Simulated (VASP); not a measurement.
An input for Quantum ESPRESSO's pw.x (written as the equivalent of a VASP run, and not itself run):

```
&CONTROL
  calculation = 'scf'
  pseudo_dir = './pseudo'
  outdir = './out'
  tprnfor = .true.
  tstress = .true.
/
&SYSTEM
  ibrav = 0
  nat = 3
  ntyp = 2
  ecutwfc = 88
  occupations = 'smearing'
  smearing = 'gaussian'
  degauss = 0.000735
  input_dft = 'pbe'
/
&ELECTRONS
  conv_thr = 7.3e-08
  electron_maxstep = 100
/
ATOMIC_SPECIES
  Na 22.990 Na.upf
  S 32.060 S.upf
CELL_PARAMETERS angstrom
     0.0000000    3.2540290    3.2540290
     3.2540290    0.0000000    3.2540290
     3.2540290    3.2540290    0.0000000
ATOMIC_POSITIONS crystal
  Na   0.2500000  0.2500000  0.2500000
  Na   0.7500000  0.7500000  0.7500000
  S    0.0000000  0.0000000  0.0000000
K_POINTS automatic
  7 7 7 0 0 0
```

Translate this input to VASP (INCAR, KPOINTS, POSCAR, choice of POTCAR).

One answer among several that fit: 
**INCAR**
```
# general
SYSTEM = Na2S
PREC   = Accurate
ENCUT  = 300   # plane-wave cut-off (eV)
LREAL  = .FALSE.   # projection in real space or not
LASPH  = .TRUE.

# electronic loop
EDIFF  = 1E-6
NELM   = 100   # most electronic steps
ALGO   = Normal

# smearing
ISMEAR = 0
SIGMA  = 0.01

# functional
GGA    = PE

# ions
ISIF   = 2   # forces and stress, cell fixed

# output
LWAVE  = .FALSE.
LCHARG = .FALSE.
```

POSCAR:
```
Na2S
1.0
  0.0000000000   3.2540290000   3.2540290000
  3.2540290000   0.0000000000   3.2540290000
  3.2540290000   3.2540290000   0.0000000000
Na S
2 1
Direct
  0.2500000000   0.2500000000   0.2500000000
  0.7500000000   0.7500000000   0.7500000000
  0.0000000000   0.0000000000   0.0000000000
```

**KPOINTS**
```
K-points
0
G
 7 7 7
0 0 0
```

POTCAR, in this order: Na_pv S (PBE.64 set). Program: vasp_std.

The two are equivalent in intent, not identical: the potentials are each code's own (VASP's PAW set, PseudoDojo norm-conserving files in pw.x), so ENCUT and ecutwfc are chosen apart and not converted; conv_thr bounds pw.x's estimated SCF error, while EDIFF bounds the energy change between steps.

The structure comes from a computed database's Na2S entry; how it stands against other phases isn't given here. The cell was not relaxed at this level.
